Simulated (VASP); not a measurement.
Here is the system:

```xyz
4
Lattice="1.2286 -2.1279 0.0000 1.2286 2.1279 0.0000 0.0000 0.0000 6.9576" Properties=species:S:1:pos:R:3 pbc="T T T"
C      0.0000     0.0000     1.7394
C      0.0000     0.0000     5.2182
C      1.2286     0.7093     1.7394
C      1.2286    -0.7093     5.2182
```

Level of theory: r2SCAN meta-GGA, VASP's PBE PAW potentials (set 64) (plane waves; VASP). Run with 600 eV cut-off, 10×10×4 Γ-centred mesh, Gaussian smearing of 0.050 eV, potentials C.

Each relaxation starts from this cell; other phases were not tried.

Q: The cell is relaxed at 10 GPa. What happens?

A: The volume per atom goes from 9.09 to 7.74 Å³ (-14.9 %), and the cell becomes a = 2.4386 Å, b = 2.4386 Å, c = 6.0126 Å, α = 90.00°, β = 90.00°, γ = 120.00°, space group P6_3/mmc.

Q: The cell is relaxed at 20 GPa. What happens?

A: The volume per atom goes from 9.09 to 7.19 Å³ (-21.0 %), and the cell becomes a = b = 2.424 Å, c = 5.650 Å, α = β = 90.00°, γ = 120.00°, space group P6_3/mmc.

Failed runs are left out, and for metals the shear rows, which the mesh's noise covers.

The compound is C in the graphite structure.
